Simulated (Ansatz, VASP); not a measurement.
## Two plane-wave programs on Ge3Pd

Contents of INCAR:

```
SYSTEM = Ge3Pd
ALGO = Normal ; EDIFF = 1E-6
ENCUT = 520 ; GGA = PS
ISIF = 2 ; ISMEAR = -1
LASPH = .True. ; LCHARG = .True.
LDAU = .True. ; LDAUJ = 0 0
LDAUL = 2 -1 ; LDAUPRINT = 1
LDAUTYPE = 2 ; LDAUU = 4 0
LELF = .True. ; LMAXMIX = 4
LREAL = .False. ; LVHAR = .True.
LWAVE = .False. ; NBANDS = 34
NELM = 150 ; PREC = Accurate
SIGMA = 0.05
```

The input KPOINTS:

```
k-points
0
Gamma
  7 7 7
  0 0 0
```

Contents of POSCAR:

```
Ge3Pd
1.0
    4.1420230000      0.0000000000      0.0000000000
    0.0000000000      4.1420230000      0.0000000000
    0.0000000000      0.0000000000      4.1420230000
Pd Ge
1 3
Direct
    0.0000000000      0.0000000000      0.0000000000
    0.5000000000      0.5000000000      0.0000000000
    0.5000000000      0.0000000000      0.5000000000
    0.0000000000      0.5000000000      0.5000000000
```

The input input.yaml:

```yaml
crystal:
  lattice:
    - [4.142023, 0.0, 0.0]
    - [0.0, 4.142023, 0.0]
    - [0.0, 0.0, 4.142023]
  atoms:
    - { symbol: Pd, position: [0.0, 0.0, 0.0] }
    - { symbol: Ge, position: [0.5, 0.5, 0.0] }
    - { symbol: Ge, position: [0.5, 0.0, 0.5] }
    - { symbol: Ge, position: [0.0, 0.5, 0.5] }
hamiltonian:
  xc: pbesol
  pseudopotentials: { kind: paw }
  hubbard: { sites: [{ species: Pd, l: d, u_eff: 4.0 }] }
kpoints:
  mp_grid: { grid: [7, 7, 7] }
  band_path:
    path:
      - [[0.0, 0.0, 0.0], [0.0, 0.5, 0.0], [0.5, 0.5, 0.0], [0.0, 0.0, 0.0], [0.5, 0.5, 0.5], [0.0, 0.5, 0.0]]
      - [[0.5, 0.5, 0.0], [0.5, 0.5, 0.5]]
    npoints: 14
scf:
  occupations: { method: fermi_dirac, width: 0.05 }
  n_extra_bands: 10
output:
  forces: true
  stress: true
  eigenvalues: true
  fatbands: true
```

The cell comes from a database or a generator and needn't be the stable form of this composition.

Alike in both runs: functional PBEsol; k mesh 7 × 7 × 7; occupations fermi-dirac, width 0.05 eV; no spin polarisation; Hubbard terms Pd d U = 4.0 eV.

|  | VASP | Ansatz |
| --- | --- | --- |
| version | VASP 6.6.1 | Ansatz 0.2.0 |
| potentials or method | VASP PAW PBE potentials, release 64 (Pd, Ge_d) | Ansatz PAW |
| plane-wave cutoff (eV) | 520 | 420 |
| valence electrons in the cell | 52 | 60 |
| task | single point | band structure |

|  | VASP | Ansatz | Ansatz less VASP |
| --- | --- | --- | --- |
| gap on the k mesh at the Fermi level (eV) | none | none | - |
| pressure (GPa) | -6.1 | -3.9 | +2.20 |

The programs project onto different local orbitals, so the same U acts differently. A gap of «none» marks a metal or a gap that the smearing closes. The two sets of potentials don't hold the same shells in valence.

Caveats: U without spin polarisation on a metal has little footing; the U is typed as a test and isn't derived for this compound; the PAW data sets were made with another functional, which shifts forces and pressure a little (VASP); the PAW data sets come from PBE, with cores solved anew for the run's functional, which leaves a small shift of forces and pressure (Ansatz).
